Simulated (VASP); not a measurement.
Here is the system:

```xyz
2
Lattice="0.0000 2.6363 2.6363 2.6363 0.0000 2.6363 2.6363 2.6363 0.0000" Properties=species:S:1:pos:R:3 pbc="T T T"
Si     0.0000     0.0000     0.0000
Si     1.3181     1.3181     1.3181
```

The numbers are results of PBEsol GGA, VASP's PBE PAW potentials (set 64) (plane waves; VASP), not measurements. Settings: 480 eV cut-off, 8×8×8 Γ-centred mesh, Gaussian smearing of 0.050 eV, potentials Si.

Give the stress tensor in GPa (positive for a compressed cell).

```
10.40   0.00   0.00
 0.00  10.40   0.00
 0.00   0.00  10.40
```
The pressure is its mean diagonal, 10.40 GPa.

The compound is Si in the diamond structure. This cell was strained or had an atom moved on purpose.
